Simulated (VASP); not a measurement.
A convergence study with VASP on MgF$_{2}$ (rutile): one setting is varied, all else stays as given below, so the limit is that of these other settings.

```
MgF2
1.0
    4.62000     0.00000     0.00000
    0.00000     4.62000     0.00000
    0.00000     0.00000     3.05000
Mg F
2 4
Direct
  0.00000   0.00000   0.00000
  0.50000   0.50000   0.50000
  0.30300   0.30300   0.00000
  0.80300   0.19700   0.50000
  0.19700   0.80300   0.50000
  0.69700   0.69700   0.00000
```

The numbers are results of PBE GGA, VASP's PBE PAW potentials (set 64) (plane waves; VASP), not measurements. The tightest run used: 700 eV cut-off, 12×12×16 Γ-centred mesh, Gaussian smearing of 0.050 eV, potentials Mg F.

| setting | E (eV/atom) | pressure (GPa) | largest force (eV/Å) | irreducible k-points |
|---|---|---|---|---|
| 1×1×1 mesh | -4.6416 | 13.01 | 0.762 | 1 |
| 2×2×2 mesh | -5.2355 | 4.11 | 0.010 | 6 |
| 2×2×3 mesh | -5.2535 | 3.77 | 0.023 | 6 |

**Question.** These are the cheaper rows. Estimate the results at 12×12×16 mesh, and how far the last row shown lies from them.

**Answer.** 
| quantity | tightest run | last row shown is off by |
|---|---|---|
| E (eV/atom) | -5.2549 | 0.0015 |
| pressure (GPa) | 3.75 | 0.03 |
| largest force (eV/Å) | 0.025 | -0.003 |

Left out are rungs that failed or repeat a setting and relaxations that didn't move; long series are thinned to 24 rows.

The compound is MgF2 in the rutile structure. The cell was not relaxed at this level, forces remain on its atoms.
